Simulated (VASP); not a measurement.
Here is the system:

```
Ir16O
1.0
    5.47559     0.00000     0.00000
    0.00000     5.47559     0.00000
    0.00000     0.00000    19.92379
Ir O
16 1
Direct
  0.25000   0.24784   0.35859
  0.75000   0.25014   0.35849
  0.25000   0.75216   0.35859
  0.75000   0.74986   0.35849
  0.00065   0.00000   0.45108
  0.49935   0.00000   0.45108
  0.99996   0.50000   0.45054
  0.50004   0.50000   0.45054
  0.25000   0.25173   0.54917
  0.75000   0.24697   0.54974
  0.25000   0.74827   0.54917
  0.75000   0.75303   0.54974
  0.98635   0.00000   0.64753
  0.51365   0.00000   0.64753
  0.99724   0.50000   0.64096
  0.50276   0.50000   0.64096
  0.25000   0.00000   0.71212
```

Computed with PBE GGA, VASP's PBE PAW potentials (set 64) (plane waves; VASP). Run with PREC = Normal, 400 eV cut-off, 5×5×1 Γ-centred mesh, first-order Methfessel-Paxton smearing of 0.10 eV, potentials Ir O.

Unless said otherwise, spin-orbit coupling is left out, though it shifts the bands of the heavy elements here.

Predict the energy per atom (σ→0), band gap (on the k-mesh) with the smallest direct gap where there is one.

| Item | Value |
|---|---|
| band gap (on the k-mesh) | none (metal, semimetal or under 0.01 eV) |
| energy per atom (σ→0) | -8100 meV/atom |

The absolute energy has meaning only against runs of the same code, potentials and settings.

The cell is a thin slab with vacuum, built from Ir (fcc): (100) face, O adsorbed.
